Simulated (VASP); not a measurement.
# CsLiCr2Te2S3 (P4mm) in VASP: single point with PBE

Aim: the single point of CsLiCr2Te2S3 with PBE.

Program: VASP 6.6.1. These are calculated values, not measurements. Logs are shortened: lines on timing, memory, paths and dates and some standing lists are left out, and cuts for length are marked.

## 1. Starting point

It takes space group P4mm (No. 99, tetragonal). Conventional cell: a = 4.737 Å, b = 4.737 Å, c = 10.819 Å, α = 90.00°, β = 90.00°, γ = 90.00°. Around Cs (site symmetry 4mm) lie 8 S at 3.35 to 3.66 Å and 1 Li at 3.50 Å. Li (site symmetry 4mm) is surrounded by 4 S at 2.47 Å. Cr (site symmetry 4mm) is surrounded by 1 S at 2.22 Å. Around Cr (site symmetry 4mm) lie 5 S at 2.27 to 2.44 Å. Around Te (site symmetry 2mm) lie 2 Cr at 2.69 Å. Around S (site symmetry 4mm) lie 2 Cr at 2.22 to 2.27 Å. S (site symmetry 2mm) has 2 Cr at 2.44 Å and 2 Li at 2.47 Å as nearest neighbours.

The cell was built by a generator and needn't be a form met in nature.

## 2. Single point, PBE, collinear spin, ferromagnetic start

File INCAR:

```
SYSTEM = CsLiCr2Te2S3
PREC = Normal
ENCUT = 520
EDIFF = 1E-5
ISMEAR = 0
SIGMA = 0.15
LREAL = Auto
LASPH = .TRUE.
NELM = 80
ALGO = Fast
ISIF = 2
LWAVE = .FALSE.
LCHARG = .FALSE.
ISPIN = 2
MAGMOM = 0 0.01 2.89 2.86 -0.09 -0.09 -0.12 -0.09 -0.09
LORBIT = 11
LMAXMIX = 4
GGA = PE
KPAR = 2
```

File KPOINTS:

```
Automatic mesh
0
G
  5 5 2
  0 0 0
```

File POSCAR:

```
CsLiCr2Te2S3
1.0
    4.7374900000      0.0000000000      0.0000000000
    0.0000000000      4.7374900000      0.0000000000
    0.0000000000      0.0000000000     10.8186500000
Cs Li Cr Te S
1 1 2 2 3
Direct
    0.0000000000      0.0000000000      0.9655040000
    0.0000000000      0.0000000000      0.6417740000
    0.4999990000      0.4999990000      0.1763250000
    0.4999990000      0.4999990000      0.7618640000
    0.0000000000      0.4999990000      0.2940880000
    0.4999990000      0.0000000000      0.2940880000
    0.4999990000      0.4999990000      0.9715790000
    0.0000000000      0.4999990000      0.7073080000
    0.4999990000      0.0000000000      0.7073080000
```

Potentials or basis: VASP PAW PBE potentials, release 64 (Cs_sv, Li_sv, Cr_pv, Te, S).

The run is started by

```bash
$ cat potpaw_PBE.64/Cs_sv/POTCAR potpaw_PBE.64/Li_sv/POTCAR potpaw_PBE.64/Cr_pv/POTCAR potpaw_PBE.64/Te/POTCAR potpaw_PBE.64/S/POTCAR > POTCAR
$ mpirun -np 2 vasp_std > vasp.out
```

OUTCAR:

```text
SYSTEM = CsLiCr2Te2S3
   PREC = Normal
   ENCUT = 520
   EDIFF = 1E-5
   ISMEAR = 0
   LREAL = Auto
   LASPH = .TRUE.
   NELM = 80
   ISIF = 2
   ISPIN = 2
   LORBIT = 11
   GGA = PE

 ion  position               nearest neighbor table
   1  0.000  0.000  0.966-
   2  0.000  0.000  0.642-   8 2.47   9 2.47   8 2.47   9 2.47
   3  0.500  0.500  0.176-   7 2.22   6 2.69   5 2.69   6 2.69   5 2.69
   4  0.500  0.500  0.762-   7 2.27   8 2.44   9 2.44   9 2.44   8 2.44
   5  0.000  0.500  0.294-   3 2.69   3 2.69   6 3.35   6 3.35   6 3.35   6 3.35
   6  0.500  0.000  0.294-   3 2.69   3 2.69   5 3.35   5 3.35   5 3.35   5 3.35
   7  0.500  0.500  0.972-   3 2.22   4 2.27
   8  0.000  0.500  0.707-   4 2.44   4 2.44   2 2.47   2 2.47
   9  0.500  0.000  0.707-   4 2.44   4 2.44   2 2.47   2 2.47

  LATTYP: Found a simple tetragonal cell.
 ALAT       =     4.7374900000
 C/A-ratio  =     2.2836248731

  Lattice vectors:

 A1 = (   4.7374900000,   0.0000000000,   0.0000000000)
 A2 = (   0.0000000000,   4.7374900000,   0.0000000000)
 A3 = (   0.0000000000,   0.0000000000,  10.8186500000)

Analysis of symmetry for initial positions (statically):
=====================================================================
 Subroutine PRICEL returns:
 Original cell was already a primitive cell.

 Routine SETGRP: Setting up the symmetry group for a
 simple tetragonal supercell.

 Subroutine GETGRP returns: Found  8 space group operations
 (whereof  8 operations were pure point group operations)
 out of a pool of 16 trial point group operations.

The static configuration has the point symmetry C_4v.

Analysis of symmetry for dynamics (positions and initial velocities):
=====================================================================
 Subroutine PRICEL returns:
 Original cell was already a primitive cell.

 Routine SETGRP: Setting up the symmetry group for a
 simple tetragonal supercell.

 Subroutine GETGRP returns: Found  8 space group operations
 (whereof  8 operations were pure point group operations)
 out of a pool of 16 trial point group operations.

The dynamic configuration has the point symmetry C_4v.

Analysis of structural, dynamic, and magnetic symmetry:
=====================================================================
 Subroutine PRICEL returns:
 Original cell was already a primitive cell.

 Routine SETGRP: Setting up the symmetry group for a
 simple tetragonal supercell.

 Subroutine GETGRP returns: Found  8 space group operations
 (whereof  8 operations were pure point group operations)
 out of a pool of 16 trial point group operations.

The overall configuration has the point symmetry C_4v.

 Subroutine INISYM returns: Found  8 space group operations
 (whereof  8 operations are pure point group operations),
 and found     1 'primitive' translations

----------------------------------------------------------------------------------------

                                     Primitive cell

  volume of cell :     242.8117

  direct lattice vectors                    reciprocal lattice vectors
     4.737490000  0.000000000  0.000000000     0.211082240  0.000000000  0.000000000
     0.000000000  4.737490000  0.000000000     0.000000000  0.211082240  0.000000000
     0.000000000  0.000000000 10.818650000     0.000000000  0.000000000  0.092432975

  length of vectors
     4.737490000  4.737490000 10.818650000     0.211082240  0.211082240  0.092432975

  position of ions in fractional coordinates (direct lattice)
     0.000000000  0.000000000  0.965504000
     0.000000000  0.000000000  0.641774000
     0.499999000  0.499999000  0.176325000
     0.499999000  0.499999000  0.761864000
     0.000000000  0.499999000  0.294088000
     0.499999000  0.000000000  0.294088000
     0.499999000  0.499999000  0.971579000
     0.000000000  0.499999000  0.707308000
     0.499999000  0.000000000  0.707308000

  ion indices of the primitive-cell ions
   primitive index   ion index
                 1           1
                 2           2
                 3           3
                 4           4
                 5           5
                 6           6
                 7           7
                 8           8
                 9           9

----------------------------------------------------------------------------------------

 KPOINTS: Automatic mesh

Automatic generation of k-mesh.
 Grid dimensions read from file:
 generate k-points for:    5    5    2

 Generating k-lattice:

  Cartesian coordinates                     Fractional coordinates (reciprocal lattice)
     0.042216448  0.000000000  0.000000000     0.200000000  0.000000000  0.000000000
     0.000000000  0.042216448  0.000000000     0.000000000  0.200000000  0.000000000
     0.000000000  0.000000000  0.046216487     0.000000000  0.000000000  0.500000000

  Length of vectors
     0.042216448  0.042216448  0.046216487

  Shift w.r.t. Gamma in fractional coordinates (k-lattice)
     0.000000000  0.000000000  0.000000000

 Subroutine IBZKPT returns following result:
 ===========================================

 Found     12 irreducible k-points:

 Following reciprocal coordinates:
            Coordinates               Weight
  0.000000  0.000000  0.000000      1.000000
  0.200000  0.000000  0.000000      4.000000
  0.400000  0.000000  0.000000      4.000000
  0.200000  0.200000  0.000000      4.000000
  0.400000  0.200000  0.000000      8.000000
  0.400000  0.400000  0.000000      4.000000
  0.000000  0.000000  0.500000      1.000000
  0.200000  0.000000  0.500000      4.000000
  0.400000  0.000000  0.500000      4.000000
  0.200000  0.200000  0.500000      4.000000
  0.400000  0.200000  0.500000      8.000000
  0.400000  0.400000  0.500000      4.000000
   k-points           NKPTS =     12   k-points in BZ     NKDIM =     12   number of bands    NBANDS=     42
   number of dos      NEDOS =    301   number of ions     NIONS =      9
   total plane-waves  NPLWV =  47040
   dimension x,y,z NGX =    28 NGY =   28 NGZ =   60
   dimension x,y,z NGXF=    56 NGYF=   56 NGZF=  120
   ions per type =               1   1   2   2   3
   NGX,Y,Z   is equivalent  to a cutoff of   9.83,  9.83,  9.22 a.u.
   NGXF,Y,Z  is equivalent  to a cutoff of  19.65, 19.65, 18.44 a.u.
 SYSTEM =  CsLiCr2Te2S3
   PREC   = normal    normal or accurate (medium, high low for compatibility)
   ISTART =      0    job   : 0-new  1-cont  2-samecut
   ICHARG =      2    charge: 1-file 2-atom 10-const
   ISPIN  =      2    spin polarized calculation?
   LNONCOLLINEAR =      F non collinear calculations
   LSORBIT =      F    spin-orbit coupling
   LASPH  =      T    aspherical Exc in radial PAW
   ENCUT  =  520.0 eV  38.22 Ry    6.18 a.u.   8.81  8.81 20.12*2*pi/ulx,y,z
   NELM   =     80;   NELMIN=  2; NELMDL= -5     # of ELM steps
   EDIFF  = 0.1E-04   stopping-criterion for ELM
   LREAL  =      T    real-space projection
   EDIFFG = 0.1E-03   stopping-criterion for IOM
   NSW    =      0    number of steps for IOM
   IBRION =     -1    ionic relax: 0-MD 1-quasi-New 2-CG
   NFREE  =      0    steps in history (QN), initial steepest desc. (CG)
   ISIF   =      2    stress and relaxation
   ISYM   =      2    0-nonsym 1-usesym 2-fastsym
   POTIM  = 0.5000    time-step for ionic-motion
   TEBEG  =    0.0;   TEEND  =   0.0 temperature during run
   PSTRESS=    0.0 pullay stress
   NELECT =      66.0000    total number of electrons
   NUPDOWN=      -1.0000    fix difference up-down
   EMIN   =  10.00;   EMAX   =-10.00  energy-range for DOS
   EFERMI =   0.00;   METHOD = LEGACY
   ISMEAR =     0;   SIGMA  =   0.15  broadening in eV -4-tet -1-fermi 0-gaus
   EFERMI_NEDOS =   21; number of points for ismear=-14 and -15
   IALGO  =     68    algorithm
   IMIX   =      4    mixing-type and parameters
     AMIX     =   0.40;   BMIX     =  1.00
     AMIX_MAG =   1.60;   BMIX_MAG =  1.00
  volume/ion in A,a.u.               =      26.98       182.06
  Fermi-wavevector in a.u.,A,eV,Ry     =   1.060473  2.004003 15.301150  1.124603
  Thomas-Fermi vector in A             =   2.195855
   LORBIT       =     11    0 simple, 1 ext, 2 COOP (PROOUT), +10 PAW based schemes
   GGA     = PE    functional components
   LHFCALC =     F    Hartree Fock is set to
   AEXX    =    0.0000 exact exchange contribution
   IVDW    =     0    specifies the selected vdW correction
   LEPSILON=     F    determine dielectric tensor
   LRPA    =     F    only Hartree local field effects (RPA)
 spin polarized calculation
 RMM-DIIS sequential band-by-band and
 Gauss-broadening in eV      SIGMA  =   0.15
  energy-cutoff  :      520.00
  volume of cell :      242.81
 maximum number of plane-waves:      6568
   NGX = 17   NGY = 17   NGZ = 41

 number of electron      65.9999909 magnetization       5.7351014

 Free energy of the ion-electron system (eV)
  ---------------------------------------------------
  ext. energy  EPLUGINS =         0.00000000
  ---------------------------------------------------
  free energy    TOTEN  =       -45.24776504 eV

  energy without entropy =      -45.19691759  energy(sigma->0) =      -45.22234131

 E-fermi :   3.5025     XC(G=0):  -8.6919

 val. band max:        3.4525202630   @ k =   0.4000   0.4000   0.5000
 cond. band min:       3.5440507456   @ k =   0.4000   0.4000   0.5000
 fundamental gap:      0.0915304827
 Fermi energy:         3.5025187290

 spin component 1

 k-point     1 :       0.0000    0.0000    0.0000
  band No.  band energies     occupation
      1     -41.8071      1.00000
      2     -40.9755      1.00000
      3     -40.7831      1.00000
      4     -40.7831      1.00000
      5     -40.7450      1.00000
      6     -40.6358      1.00000
[... 34 lines left out ...]
     41       5.1903      0.00000
     42       6.9052      0.00000
[... 453 lines left out ...]
      1     -41.8070      1.00000
      2     -40.9755      1.00000
      3     -40.7837      1.00000
      4     -40.7836      1.00000
      5     -40.7450      1.00000
      6     -40.6364      1.00000
[... 34 lines left out ...]
     41       6.5874      0.00000
     42       8.0411      0.00000
 Fermi energy:         3.5025187290

 spin component 2

 k-point     1 :       0.0000    0.0000    0.0000
  band No.  band energies     occupation
      1     -41.7940      1.00000
      2     -38.0410      1.00000
      3     -37.8646      1.00000
      4     -37.8646      1.00000
      5     -37.8017      1.00000
      6     -37.7846      1.00000
[... 34 lines left out ...]
     41       6.7142      0.00000
     42       7.2533      0.00000
[... 454 lines left out ...]
      2     -38.0409      1.00000
      3     -37.8654      1.00000
      4     -37.8654      1.00000
      5     -37.8018      1.00000
      6     -37.7854      1.00000
[... 34 lines left out ...]
     41       7.5931      0.00000
     42       8.1759      0.00000

------------------------ aborting loop because EDIFF is reached ----------------------------------------

  FORCE on cell =-STRESS in cart. coord.  units (eV):
  Direction    XX          YY          ZZ          XY          YZ          ZX
  --------------------------------------------------------------------------------------
  -------------------------------------------------------------------------------------
  Total        0.0112952      0.0112952      0.2030031      0.0000000      0.0000000      0.0000000
  in kB        0.0745305      0.0745305      1.3395024      0.0000000      0.0000000      0.0000000
  external PRESSURE =       0.4961878 kB  Pullay stress =       0.0000000 kB

 VOLUME and BASIS-vectors are now :
 -----------------------------------------------------------------------------
  energy-cutoff  :      520.00
  volume of cell :      242.81
      direct lattice vectors                 reciprocal lattice vectors
     4.737490000  0.000000000  0.000000000     0.211082240  0.000000000  0.000000000
     0.000000000  4.737490000  0.000000000     0.000000000  0.211082240  0.000000000
     0.000000000  0.000000000 10.818650000     0.000000000  0.000000000  0.092432975

 POSITION                                       TOTAL-FORCE (eV/Angst)
 -----------------------------------------------------------------------------------
      0.00000      0.00000     10.44545         0.000000      0.000000      0.023301
      0.00000      0.00000      6.94313         0.000000      0.000000     -0.018427
      2.36874      2.36874      1.90760         0.000000      0.000000     -0.040564
      2.36874      2.36874      8.24234         0.000000     -0.000000     -0.009424
      0.00000      2.36874      3.18164         0.000000      0.000000      0.019961
      2.36874      0.00000      3.18164         0.000000      0.000000      0.019961
      2.36874      2.36874     10.51117         0.000000      0.000000      0.007293
      0.00000      2.36874      7.65212         0.000000      0.000000     -0.001050
      2.36874      0.00000      7.65212         0.000000      0.000000     -0.001050
 -----------------------------------------------------------------------------------
    total drift:                                0.016056      0.016056     -0.039531

  FREE ENERGIE OF THE ION-ELECTRON SYSTEM (eV)
  ---------------------------------------------------
  free  energy   TOTEN  =       -45.2477650360 eV

  energy  without entropy=      -45.1969175855  energy(sigma->0) =      -45.22234131

 total charge

# of ion       s       p       d       tot
------------------------------------------
    1        1.838   4.705   0.057   6.600
    2        2.016   0.048   0.000   2.064
    3        0.281   6.233   4.173  10.688
    4        0.269   6.226   4.047  10.542
    5        1.401   1.906   0.037   3.345
    6        1.401   1.906   0.037   3.345
    7        1.336   2.419   0.000   3.755
    8        1.334   2.385   0.000   3.719
    9        1.334   2.385   0.000   3.719
--------------------------------------------------
tot         11.210  28.215   8.352  47.777

 magnetization (x)

# of ion       s       p       d       tot
------------------------------------------
    1       -0.000  -0.001   0.003   0.001
    2        0.002   0.003   0.000   0.005
    3        0.033   0.032   2.808   2.873
    4        0.033   0.023   2.808   2.864
    5       -0.001  -0.102   0.007  -0.096
    6       -0.001  -0.102   0.007  -0.096
    7       -0.002  -0.118   0.000  -0.120
    8       -0.001  -0.061   0.000  -0.061
    9       -0.001  -0.061   0.000  -0.061
--------------------------------------------------
tot          0.062  -0.387   5.633   5.307
```

Run time: 1.9 min. Hardware: 2 MPI ranks of Intel Xeon Platinum 8559C (Emerald Rapids), shared host; peak memory 0.33 GiB.

What came out:

```yaml
Free_energy: -45.2478 eV
Largest_force: 0.041 eV/Å
Band_gap_on_the_k_mesh: none (metal or under the smearing width)
Net_moment: 5.74 μB per cell
Site_moments: Cs +0.00; Li +0.01; Cr +2.87, +2.86; Te -0.10; S -0.12, -0.06 μB
Valence_electrons_inside_the_program's_atomic_spheres: Cs 6.60; Li 2.06; Cr 10.69, 10.54; Te 3.35; S 3.75, 3.72
```

Forces in eV/Å, atoms in the order of the input:
```
Cs   0.000  0.000  0.023
Li   0.000  0.000 -0.018
Cr   0.000  0.000 -0.041
Cr   0.000  0.000 -0.009
Te   0.000  0.000  0.020
Te   0.000  0.000  0.020
S    0.000  0.000  0.007
S    0.000  0.000 -0.001
S    0.000  0.000 -0.001
```

Levels at points of the mesh, in eV from the Fermi level:
Spin up:
```
           k point  band 31  band 32  band 33  band 34  band 35  band 36  band 37  band 38  band 39  band 40
(0.00, 0.00, 0.00)    -1.42    -0.62    -0.62    -0.55     0.29     0.29     0.56     1.10     1.39     1.69
(0.00, 0.00, 0.50)    -1.43    -0.60    -0.60    -0.39     0.28     0.28     0.56     0.78     1.37     1.69
```
Spin down:
```
           k point  band 27  band 28  band 29  band 30  band 31  band 32  band 33  band 34
(0.00, 0.00, 0.00)    -1.16    -0.71    -0.71     0.43     0.43     1.15     1.22     1.45
(0.00, 0.00, 0.50)    -1.26    -0.71    -0.71     0.44     0.44     1.15     1.22     1.57
```

Caveat: the cutoff is under 1.25 times the usual one of these potentials, so pressure, stress and relaxed cells hold a basis-set (Pulay) error; only a ferromagnetic start was run, and an antiferromagnetic order may lie lower in energy.
